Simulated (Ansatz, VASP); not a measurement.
**Two plane-wave programs on BiIr**

```
CELL_PARAMETERS angstrom
0.00000 2.55049 2.55049
2.55049 0.00000 2.55049
2.55049 2.55049 0.00000
ATOMIC_POSITIONS crystal
Ir 0.00000 0.00000 0.00000
Bi 0.25000 0.25000 0.25000
```

Change from the starting cell: volume scaled by 0.6, PAW files.

Alike in both runs: task single point; functional PBEsol; k mesh 12 × 12 × 12; occupations fermi-dirac, width 0.1 eV; no spin polarisation.

|  | VASP | Ansatz |
| --- | --- | --- |
| version | VASP 6.6.1 | Ansatz 0.2.0 |
| potentials or method | VASP PAW PBE potentials, release 64 (Ir, Bi_d) | PAW with Ansatz's default frozen-core files, scalar-relativistic |
| plane-wave cutoff (eV) | 520 | 420 |
| valence electrons in the cell | 24 | 32 |

|  | VASP | Ansatz | Ansatz less VASP |
| --- | --- | --- | --- |
| pressure (GPa) | 173.2 | 172.0 | -1.12 |

With one functional, cell and mesh, what is left measures potentials, basis and numerics. The two sets of potentials don't hold the same shells in valence.

Caveats: the cell as given lies far from equilibrium; so large a pressure means that the cell lies far from this level's equilibrium, or that cutoff or potentials fall short (VASP); the potentials were made for another functional, which shifts forces and pressure (VASP).
